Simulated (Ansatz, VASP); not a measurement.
## Cross-check of TiB2 between VASP and Ansatz

One calculation is typed for both programs; each brings its own data sets. How far apart do they land? The cell is taken from a series of runs on this material, whose earlier steps may have relaxed, scaled, displaced or heated it; both programs get it as it stands.

Method: plane waves, with VASP 6.6.1 beside it; zone-centre phonons at PBEsol, in Ansatz 0.2.0.

## 1. Starting point

It takes space group P6/mmm (No. 191, hexagonal). Conventional cell: a = 2.945 Å, b = 2.945 Å, c = 3.076 Å, α = 90.00°, β = 90.00°, γ = 120.00°. Nearest to B lie 3 B at 1.70 Å and 6 Ti at 2.29 Å. Nearest to Ti lie 12 B at 2.29 Å. Farther neighbours are not listed.

Coordinates:

```cif
data_structure
_symmetry_space_group_name_H-M 'P 1'
_symmetry_Int_Tables_number 1
_cell_length_a 2.9447
_cell_length_b 2.9447
_cell_length_c 3.0760
_cell_angle_alpha 90.000
_cell_angle_beta 90.000
_cell_angle_gamma 120.000
_cell_volume 23.10
loop_
_atom_site_label
_atom_site_type_symbol
_atom_site_fract_x
_atom_site_fract_y
_atom_site_fract_z
_atom_site_occupancy
B1 B 0.33333 0.66667 0.50000 1
B2 B 0.66667 0.33333 0.50000 1
Ti3 Ti 0.00000 0.00000 0.00000 1
```

## 2. VASP: zone-centre phonons, PBEsol

Second derivatives magnify differences that forces hide, and they need a tight electronic threshold.

Lines of VASP's logs that name or quote its potential files are left out, and so is its time.

Contents of INCAR:

```
SYSTEM = TiB2
PREC = Accurate
ENCUT = 500
EDIFF = 1E-08
NELM = 120
ISMEAR = 1
SIGMA = 0.2
LREAL = .FALSE.
ALGO = Normal
GGA = PS
NBANDS = 15
LASPH = .TRUE.
LORBIT = 11
LWAVE = .FALSE.
LCHARG = .FALSE.
ISIF = 2
IBRION = 8
GGA_COMPAT = .FALSE.
KPAR = 2
```

Contents of POSCAR:

```
TiB2
1.0
    2.9447090013      0.0000000000      0.0000000000
   -1.4723545007      2.5501928019      0.0000000000
    0.0000000000      0.0000000000      3.0759842648
B Ti
2 1
Direct
    0.3333333333      0.6666666667      0.5000000000
    0.6666666667      0.3333333333      0.5000000000
    0.0000000000      0.0000000000      0.0000000000
```

Contents of KPOINTS:

```
Automatic mesh
0
Gamma
15 15 16
0 0 0
```

The projector-augmented-wave data sets are B and Ti_sv (PBE family, release 64).

The run is started by

```sh
$ mpirun -np 2 vasp_std
```

Numbers of over 12 decimals in the logs are rounded to 6 here.

What it wrote:

```text
[banner, memory and clock lines left out]
running    2 mpi-ranks, on    1 nodes
 distrk:  each k-point on    1 cores,    2 groups
 distr:  one band on    1 cores,    1 groups

 POSCAR found type information on POSCAR B Ti
 POSCAR found :  2 types and       3 ions
|                                                                             |
|               ----> ADVICE to this user running VASP <----                  |
|                                                                             |
|     You enforced a specific xc type in the INCAR file but a different       |
|     [... a line on the potential file left out ...]
|     I HOPE YOU KNOW WHAT YOU ARE DOING!                                     |
|                                                                             |

 LDA part: xc-table for (Slater+PW92), standard interpolation
 POSCAR, INCAR and KPOINTS ok, starting setup
 FFT: planning ... GRIDC
 FFT: planning ... GRID_SOFT
 FFT: planning ... GRID
 WAVECAR not read
 entering main loop
       N       E                     dE             d eps       ncg     rms          rms(c)
DAV:   1     0.121472810404E+03    0.12147E+03   -0.89607E+03  7298   0.136E+03
DAV:   2    -0.236835809623E+02   -0.14516E+03   -0.14007E+03  7780   0.356E+02
DAV:   3    -0.305749875462E+02   -0.68914E+01   -0.68213E+01 10200   0.771E+01
DAV:   4    -0.307491150618E+02   -0.17413E+00   -0.17399E+00  9069   0.109E+01
DAV:   5    -0.307537842915E+02   -0.46692E-02   -0.46691E-02 10624   0.147E+00    0.199E+01
DAV:   6    -0.255909808564E+02    0.51628E+01   -0.19090E+01 10098   0.543E+01    0.461E+00
DAV:   7    -0.256241534129E+02   -0.33173E-01   -0.10051E+00  7773   0.110E+01    0.413E+00
DAV:   8    -0.256335800594E+02   -0.94266E-02   -0.85231E-02 11476   0.244E+00    0.649E-01
DAV:   9    -0.256341439178E+02   -0.56386E-03   -0.13893E-02  8796   0.159E+00    0.155E-01
DAV:  10    -0.256342207952E+02   -0.76877E-04   -0.34996E-03  9026   0.840E-01    0.195E-01
DAV:  11    -0.256339732453E+02    0.24755E-03   -0.53332E-04  9521   0.290E-01    0.675E-02
DAV:  12    -0.256339645032E+02    0.87421E-05   -0.52320E-05  9309   0.814E-02    0.167E-02
DAV:  13    -0.256339646176E+02   -0.11439E-06   -0.55946E-06  8236   0.238E-02    0.553E-03
DAV:  14    -0.256339647415E+02   -0.12392E-06   -0.79558E-07 10030   0.104E-02    0.807E-04
DAV:  15    -0.256339647226E+02    0.18895E-07   -0.39871E-08  8542   0.177E-03    0.494E-04
DAV:  16    -0.256339647274E+02   -0.48076E-08   -0.62704E-09  4677   0.991E-04
   1 F= -.25633965E+02 E0= -.25633997E+02  d E =0.960213E-04
 Linear response reoptimize wavefunctions to high precision
DAV:   1    -0.256339647352E+02   -0.77434E-08   -0.69185E-10  4849   0.380E-04
DAV:   2    -0.256339647352E+02    0.15007E-10   -0.72670E-11  3890   0.884E-05
 Linear response DOF=           4
 Linear response progress:
  Degree of freedom:   1/  4
       N       E                     dE             d eps       ncg     rms          rms(c)
RMM:   1    -0.522458368077E-01   -0.52246E-01   -0.30118E-02 69626   0.157E+00
RMM:   2    -0.463423837735E-01    0.59035E-02   -0.30237E-03 59027   0.395E-01    0.182E-01
RMM:   3    -0.460748343457E-01    0.26755E-03   -0.12127E-03 59781   0.203E-01    0.897E-02
RMM:   4    -0.466774493991E-01   -0.60262E-03   -0.85991E-04 59363   0.156E-01    0.927E-03
RMM:   5    -0.466773347437E-01    0.11466E-06   -0.16087E-04 72379   0.572E-02    0.344E-03
RMM:   6    -0.467008215330E-01   -0.23487E-04   -0.30534E-05 74064   0.237E-02    0.164E-03
RMM:   7    -0.466943837697E-01    0.64378E-05   -0.66777E-06 73093   0.104E-02    0.501E-04
RMM:   8    -0.467006586949E-01   -0.62749E-05   -0.14003E-06 73484   0.509E-03    0.269E-04
RMM:   9    -0.466987245306E-01    0.19342E-05   -0.70538E-07 74601   0.254E-03    0.716E-05
RMM:  10    -0.466991262002E-01   -0.40167E-06   -0.39799E-07 75285   0.129E-03    0.190E-05
RMM:  11    -0.466990833772E-01    0.42823E-07   -0.16984E-07 77157   0.669E-04    0.187E-05
RMM:  12    -0.466990734744E-01    0.99028E-08   -0.75324E-08 74864   0.361E-04    0.122E-05
 first order change of Fermi-energy   0.64739E-04
 force on displaced ion       1 direction 1 : -24.680  -0.001   0.000
 Linear response progress:
  Degree of freedom:   2/  4
       N       E                     dE             d eps       ncg     rms          rms(c)
RMM:   1    -0.480545671365E-01   -0.48055E-01    0.95790E-03 22941   0.195E+00
RMM:   2    -0.457035299811E-01    0.23510E-02   -0.28097E-03 21745   0.387E-01    0.139E-01
RMM:   3    -0.456028314497E-01    0.10070E-03   -0.12524E-03 22285   0.203E-01    0.667E-02
RMM:   4    -0.460720743620E-01   -0.46924E-03   -0.64153E-04 22752   0.140E-01    0.127E-02
RMM:   5    -0.461331154460E-01   -0.61041E-04   -0.13212E-04 25848   0.582E-02    0.366E-03
RMM:   6    -0.461602568869E-01   -0.27141E-04   -0.27031E-05 26691   0.259E-02    0.143E-03
RMM:   7    -0.461498516172E-01    0.10405E-04   -0.63687E-06 26143   0.120E-02    0.622E-04
RMM:   8    -0.461539975565E-01   -0.41459E-05   -0.16780E-06 26507   0.611E-03    0.178E-04
RMM:   9    -0.461536866342E-01    0.31092E-06   -0.83834E-07 26791   0.297E-03    0.125E-04
RMM:  10    -0.461533613171E-01    0.32532E-06   -0.84638E-07 26147   0.156E-03    0.136E-04
RMM:  11    -0.461539714150E-01   -0.61010E-06   -0.34781E-07 25962   0.815E-04    0.559E-05
RMM:  12    -0.461539585637E-01    0.12851E-07   -0.21963E-07 27569   0.424E-04    0.212E-05
RMM:  13    -0.461539429957E-01    0.15568E-07   -0.94550E-08 27490   0.220E-04    0.101E-05
RMM:  14    -0.461539138922E-01    0.29104E-07   -0.66994E-08 27937   0.115E-04    0.111E-05
RMM:  15    -0.461539020385E-01    0.11854E-07   -0.31000E-08 25930   0.680E-05    0.205E-06
RMM:  16    -0.461539027494E-01   -0.71086E-09   -0.19429E-08 27181   0.363E-05    0.309E-06
 first order change of Fermi-energy  -0.29936E-03
 force on displaced ion       1 direction 3 :  -0.000   0.000 -12.398
 Linear response progress:
  Degree of freedom:   3/  4
       N       E                     dE             d eps       ncg     rms          rms(c)
RMM:   1    -0.679919527678E+00   -0.67992E+00    0.58506E+00 17490   0.134E+02
RMM:   2    -0.637160131328E+00    0.42759E-01   -0.32555E-01 29161   0.515E+00    0.198E-01
RMM:   3    -0.635845735928E+00    0.13144E-02   -0.23046E-02 34368   0.126E+00    0.904E-02
RMM:   4    -0.635739432728E+00    0.10630E-03   -0.12194E-02 38187   0.567E-01    0.165E-02
RMM:   5    -0.636612557504E+00   -0.87312E-03   -0.12426E-03 39287   0.200E-01    0.816E-03
RMM:   6    -0.636903853881E+00   -0.29130E-03   -0.30434E-04 40809   0.853E-02    0.516E-03
RMM:   7    -0.637193601956E+00   -0.28975E-03   -0.73360E-05 37985   0.408E-02    0.100E-03
RMM:   8    -0.637172803773E+00    0.20798E-04   -0.27032E-05 41803   0.184E-02    0.376E-04
RMM:   9    -0.637188388146E+00   -0.15584E-04   -0.16596E-05 41322   0.978E-03    0.930E-05
RMM:  10    -0.637191410854E+00   -0.30227E-05   -0.12499E-05 42631   0.533E-03    0.128E-04
RMM:  11    -0.637195237515E+00   -0.38267E-05   -0.88858E-06 41048   0.337E-03    0.796E-05
RMM:  12    -0.637201704705E+00   -0.64672E-05   -0.62043E-06 39326   0.231E-03    0.654E-05
RMM:  13    -0.637197642283E+00    0.40624E-05   -0.49227E-06 39387   0.167E-03    0.756E-05
RMM:  14    -0.637197763698E+00   -0.12142E-06   -0.38858E-06 42665   0.126E-03    0.857E-05
RMM:  15    -0.637198873550E+00   -0.11099E-05   -0.30043E-06 39559   0.101E-03    0.662E-05
RMM:  16    -0.637199416020E+00   -0.54247E-06   -0.22345E-06 41287   0.838E-04    0.598E-05
RMM:  17    -0.637199653848E+00   -0.23783E-06   -0.18052E-06 42023   0.715E-04    0.632E-05
RMM:  18    -0.637199633794E+00    0.20054E-07   -0.15135E-06 41804   0.617E-04    0.704E-05
 first order change of Fermi-energy   0.41959E-03
 force on displaced ion       3 direction 1 : -19.160   0.000   0.000
 Linear response progress:
  Degree of freedom:   4/  4
       N       E                     dE             d eps       ncg     rms          rms(c)
RMM:   1    -0.776308010640E+00   -0.77631E+00   -0.84269E-01  7526   0.131E+02
RMM:   2    -0.722044469558E+00    0.54264E-01   -0.30500E-01 12006   0.476E+00    0.219E-01
RMM:   3    -0.721282926048E+00    0.76154E-03   -0.24431E-02 13959   0.120E+00    0.998E-02
RMM:   4    -0.721912960653E+00   -0.63003E-03   -0.16014E-02 15259   0.580E-01    0.228E-02
RMM:   5    -0.722874803175E+00   -0.96184E-03   -0.15807E-03 16123   0.192E-01    0.166E-02
RMM:   6    -0.724028150822E+00   -0.11533E-02   -0.32042E-04 14421   0.958E-02    0.733E-03
RMM:   7    -0.723819841185E+00    0.20831E-03   -0.79981E-05 15900   0.392E-02    0.105E-03
RMM:   8    -0.723793513983E+00    0.26327E-04   -0.26105E-05 16678   0.188E-02    0.710E-04
RMM:   9    -0.723817890378E+00   -0.24376E-04   -0.98755E-06 16765   0.944E-03    0.239E-04
RMM:  10    -0.723822191868E+00   -0.43015E-05   -0.82908E-06 16955   0.538E-03    0.210E-04
RMM:  11    -0.723824223410E+00   -0.20315E-05   -0.80689E-06 16917   0.331E-03    0.201E-04
RMM:  12    -0.723825234230E+00   -0.10108E-05   -0.72176E-06 17413   0.229E-03    0.204E-04
 first order change of Fermi-energy   0.21778E-02
 force on displaced ion       3 direction 3 :   0.000  -0.000 -20.753
 Linear response finished
```

Parts of OUTCAR (step 2):

```text
ion  position               nearest neighbor table
   1  0.333  0.667  0.500-   2 1.70   2 1.70   2 1.70   3 2.29   3 2.29   3 2.29   3 2.29   3 2.29
                             3 2.29
   2  0.667  0.333  0.500-   1 1.70   1 1.70   1 1.70   3 2.29   3 2.29   3 2.29   3 2.29   3 2.29
                             3 2.29
   3  0.000  0.000  0.000-   1 2.29   2 2.29   1 2.29   2 2.29   2 2.29   2 2.29   1 2.29   1 2.29
                             2 2.29   2 2.29   1 2.29   1 2.29

  LATTYP: Found a hexagonal cell.
 ALAT       =     2.9447090013
 C/A-ratio  =     1.0445800463

 Subroutine GETGRP returns: Found 24 space group operations
 (whereof 24 operations were pure point group operations)

The static configuration has the point symmetry D_6h.

 Found    243 irreducible k-points:

   k-points           NKPTS =    243   k-points in BZ     NKDIM =    243   number of bands    NBANDS=     15

   dimension x,y,z NGX =    24 NGY =   24 NGZ =   24
   dimension x,y,z NGXF=    48 NGYF=   48 NGZF=   48

   ENCUT  =  500.0 eV  36.75 Ry    6.06 a.u.   5.37  5.37  5.61*2*pi/ulx,y,z

   NELECT =      18.0000    total number of electrons

 k-points in reciprocal lattice and weights: Automatic mesh
   0.00000000  0.00000000  0.00000000       0.000
   0.06666667 -0.00000000  0.00000000       0.002
   0.13333333  0.00000000  0.00000000       0.002
   0.20000000  0.00000000  0.00000000       0.002
   0.26666667  0.00000000  0.00000000       0.002
   0.33333333  0.00000000  0.00000000       0.002
   0.40000000  0.00000000  0.00000000       0.002
   0.46666667  0.00000000  0.00000000       0.002
   0.06666667  0.06666667  0.00000000       0.002
[...]
0.33333333  0.26666667  0.50000000       0.003
   0.33333333  0.33333333  0.50000000       0.001

 average (electrostatic) potential at core
       1 -21.1076       2 -21.1076       3 -69.1780

  Total        3.7932660      3.7932660      3.7636206     -0.0000000     -0.0000000     -0.0000000
  in kB      263.1021341    263.1021341    261.0459171     -0.0000000     -0.0000000     -0.0000000
  external PRESSURE =     262.4167284 kB  Pullay stress =       0.0000000 kB

  energy-cutoff  :      500.00
  volume of cell :       23.10
      direct lattice vectors                 reciprocal lattice vectors
     2.944709001  0.000000000  0.000000000     0.339592129  0.196063607  0.000000000
    -1.472354501  2.550192802  0.000000000     0.000000000  0.392127215  0.000000000
     0.000000000  0.000000000  3.075984265     0.000000000  0.000000000  0.325099192

 POSITION                                       TOTAL-FORCE (eV/Angst)
 -----------------------------------------------------------------------------------
     -0.00000      1.70013      1.53799        -0.000000     -0.000000      0.000000
      1.47235      0.85006      1.53799         0.000000      0.000000     -0.000000
      0.00000      0.00000      0.00000         0.000000      0.000000      0.000000
 -----------------------------------------------------------------------------------
    total drift:                               -0.000000      0.000000      0.000000

 Eigenvectors and eigenvalues of the dynamical matrix
 ----------------------------------------------------

   1 f  =   29.997451 THz   188.479544 2PiTHz 1000.607263 cm-1   124.059434 meV
             X         Y         Z           dx          dy          dz
     -0.000000  1.700129  1.537992     0.388917   -0.590545    0.000000
      1.472355  0.850064  1.537992    -0.388917    0.590545   -0.000000
      0.000000  0.000000  0.000000    -0.000000   -0.000000   -0.000000

   2 f  =   29.997451 THz   188.479544 2PiTHz 1000.607263 cm-1   124.059434 meV
             X         Y         Z           dx          dy          dz
     -0.000000  1.700129  1.537992    -0.590545   -0.388917   -0.000000
      1.472355  0.850064  1.537992     0.590545    0.388917    0.000000
      0.000000  0.000000  0.000000     0.000000    0.000000    0.000000

   3 f  =   18.411850 THz   115.685064 2PiTHz  614.153199 cm-1    76.145258 meV
             X         Y         Z           dx          dy          dz
     -0.000000  1.700129  1.537992    -0.000000    0.000000   -0.586304
      1.472355  0.850064  1.537992    -0.000000    0.000000   -0.586304
      0.000000  0.000000  0.000000     0.000000   -0.000000    0.559012

   4 f  =   18.096919 THz   113.706293 2PiTHz  603.648230 cm-1    74.842808 meV
             X         Y         Z           dx          dy          dz
     -0.000000  1.700129  1.537992    -0.000000    0.000000   -0.707107
      1.472355  0.850064  1.537992    -0.000000    0.000000    0.707107
      0.000000  0.000000  0.000000    -0.000000   -0.000000   -0.000000

   5 f  =   17.715101 THz   111.307265 2PiTHz  590.912176 cm-1    73.263739 meV
             X         Y         Z           dx          dy          dz
     -0.000000  1.700129  1.537992     0.322678   -0.489956   -0.000000
      1.472355  0.850064  1.537992     0.322678   -0.489956    0.000000
      0.000000  0.000000  0.000000    -0.307049    0.466225    0.000000

   6 f  =   17.715101 THz   111.307265 2PiTHz  590.912176 cm-1    73.263739 meV
             X         Y         Z           dx          dy          dz
     -0.000000  1.700129  1.537992    -0.489956   -0.322678   -0.000000
      1.472355  0.850064  1.537992    -0.489956   -0.322678    0.000000
      0.000000  0.000000  0.000000     0.466225    0.307049    0.000000

   7 f/i=    0.010436 THz     0.065574 2PiTHz    0.348120 cm-1     0.043161 meV
             X         Y         Z           dx          dy          dz
     -0.000000  1.700129  1.537992    -0.394071    0.023024    0.000000
      1.472355  0.850064  1.537992    -0.394071    0.023024    0.000000
      0.000000  0.000000  0.000000    -0.828259    0.048392    0.000000

   8 f/i=    0.010436 THz     0.065574 2PiTHz    0.348120 cm-1     0.043161 meV
             X         Y         Z           dx          dy          dz
     -0.000000  1.700129  1.537992     0.023024    0.394071    0.000000
      1.472355  0.850064  1.537992     0.023024    0.394071    0.000000
      0.000000  0.000000  0.000000     0.048392    0.828259    0.000000

   9 f/i=    0.027743 THz     0.174311 2PiTHz    0.925391 cm-1     0.114734 meV
             X         Y         Z           dx          dy          dz
     -0.000000  1.700129  1.537992    -0.000000   -0.000000    0.395281
      1.472355  0.850064  1.537992    -0.000000   -0.000000    0.395281
      0.000000  0.000000  0.000000    -0.000000   -0.000000    0.829159

 ELASTIC MODULI CONTR FROM IONIC RELAXATION (kBar)
 Direction    XX          YY          ZZ          XY          YZ          ZX
 --------------------------------------------------------------------------------
 XX         -91.3684     91.3684     -0.0000      0.0000     -0.0000      0.0000
 YY          91.3684    -91.3684      0.0000      0.0000      0.0000      0.0000
 ZZ          -0.0000      0.0000     -0.0000     -0.0000     -0.0000      0.0000
 XY           0.0000      0.0000     -0.0000    -91.3684      0.0000      0.0000
 YZ          -0.0000      0.0000     -0.0000      0.0000     -0.0000      0.0000
 ZX           0.0000      0.0000      0.0000      0.0000      0.0000      0.0000
 --------------------------------------------------------------------------------
```

(Continued in part 2 of 2.)

[Lines on the potential files, build, host, timing and source positions are cut from VASP's logs without a mark.]

[Logs are printed without paths, hosts, clocks, repeated set-up lines and the standing remarks that a program may print on its own settings, such as how far it seeks lower states.]

[Hosts, paths, dates, database ids (printed as entryN), source tags and the programs' standing remarks are cut or masked in the printed files.]
